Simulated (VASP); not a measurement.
The input files of a VASP run:

File POSCAR:
```
ZrC
1
   -0.0000000000     2.3548645385     2.3548645385
    2.3548645385     0.0000000000     2.3548645385
    2.3548645385     2.3548645385     0.0000000000
Zr C
1 1
Direct
  0.0000000000   0.0000000000   0.0000000000
  0.5000000000   0.5000000000   0.5000000000
```

**INCAR**
```
! general
SYSTEM   =  ZrC
PREC     =  Accurate
ENCUT    =  520
LREAL    =  .False.
LASPH    =  .True.

! electronic loop
EDIFF    =  1E-6
NELM     =  100
ALGO     =  Normal
LMAXMIX  =  4

! smearing
ISMEAR   =  1
SIGMA    =  0.1

! functional
GGA      =  PE

! ions
IBRION   =  2
NSW      =  60
ISIF     =  3
EDIFFG   =  -0.01

! output
LWAVE    =  .False.
LCHARG   =  .False.
```

File KPOINTS:
```
kpoints
0
gamma
12 12 12
```

POTCAR, in this order: Zr_sv C (PBE.64 set). Program: vasp_std.

**Question.** Write an equivalent input for Ansatz.

**Answer.** One equivalent input (not run):
Ansatz 0.2 input:
```yaml
crystal:
  lattice:
    - [0.0000000, 2.3548645, 2.3548645]
    - [2.3548645, 0.0000000, 2.3548645]
    - [2.3548645, 2.3548645, 0.0000000]
  atoms:
    - { symbol: Zr, position: [0.0000000, 0.0000000, 0.0000000] }
    - { symbol: C, position: [0.5000000, 0.5000000, 0.5000000] }
kpoints:
  mp_grid: { grid: [12, 12, 12] }
hamiltonian:
  xc: pbe
  pseudopotentials: { kind: paw }
scf:
  occupations: { method: methfessel_paxton, width: 0.1 }
  max_iter: 100
relax:
  max_steps: 60
  f_tol: 0.01
  cell: {}
output: { forces: true, stress: true, eigenvalues: true }
```
What does not carry over: each code has its own PAW files, so the cut-off isn't converted (ENCUT is set for VASP's; basis.ecutwfc is left out, and Ansatz then takes the one that its files recommend); Ansatz stops its SCF on the density residual and VASP on the energy change (EDIFF).

The structure was generated: ZrC was put into the rock salt type (Fm-3m), which need not be its known phase. This run relaxes it. Symmetry was kept, so distortions that lower it aren't found. The start is the result of an earlier pass.
